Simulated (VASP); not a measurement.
All values below come from LDA (Ceperley-Alder, Perdew-Zunger), VASP's LDA PAW potentials (set 64) (plane waves; VASP).

The input files of a VASP run:

File KPOINTS:
```
Automatic mesh
0
Gamma
14 14 7
0 0 0
```

**POSCAR**
```
Zn
1
    1.3300000000    -2.3036280000     0.0000000000
    1.3300000000     2.3036280000     0.0000000000
    0.0000000000     0.0000000000     4.9500000000
Zn
2
Direct
  0.3333330000   0.6666670000   0.2500000000
  0.6666670000   0.3333330000   0.7500000000
```

### INCAR
```
SYSTEM = Zn
IBRION = 2   # conjugate gradients
NELM = 100   # most electronic steps
ENCUT = 520
EDIFF = 1E-6
ISIF = 3
ISMEAR = 1   # Methfessel-Paxton
NSW = 60
LASPH = .TRUE.   # aspherical one-centre terms
PREC = Accurate
LREAL = .FALSE.
LCHARG = .FALSE.
ALGO = Normal
LMAXMIX = 4   # l cut-off of mixed one-centre charges
EDIFFG = -0.01   # ionic stop
LWAVE = .FALSE.
SIGMA = 0.1   # width (eV)
```

POTCAR, in this order: Zn (LDA.64 set). Program: vasp_std.

Energy and stress use the plane-wave basis of the starting cell.

### Question
What does the run give for the energy per atom (σ→0), volume per atom, band gap (on the k-mesh)?

### Answer

```json
{
  "energy per atom (σ→0)": "-1.877 eV/atom",
  "band gap (on the k-mesh)": "none (metal, semimetal or under 0.01 eV)",
  "volume_per_atom": "13.51 Å³/atom"
}
```

File OSZICAR:
```
...
DAV:   6    -0.375411945191E+01   -0.12612E-06   -0.52635E-07  1872   0.739E-03
  13 F= -.37541195E+01 E0= -.37540912E+01  d E =-.425830E-03
       N       E                     dE             d eps       ncg     rms          rms(c)
DAV:   1    -0.375413956569E+01   -0.20240E-04   -0.23639E-04  3128   0.314E-01    0.327E-02
DAV:   2    -0.375412062266E+01    0.18943E-04   -0.72255E-05  3160   0.198E-01    0.114E-02
DAV:   3    -0.375411858562E+01    0.20370E-05   -0.13125E-06  1800   0.203E-02    0.621E-03
DAV:   4    -0.375411786880E+01    0.71682E-06   -0.29882E-07  1712   0.121E-02
  14 F= -.37541179E+01 E0= -.37540895E+01  d E =-.424247E-03
```

The compound is Zn in the hcp structure. This run relaxes it. Symmetry was kept, so distortions that lower it aren't found.
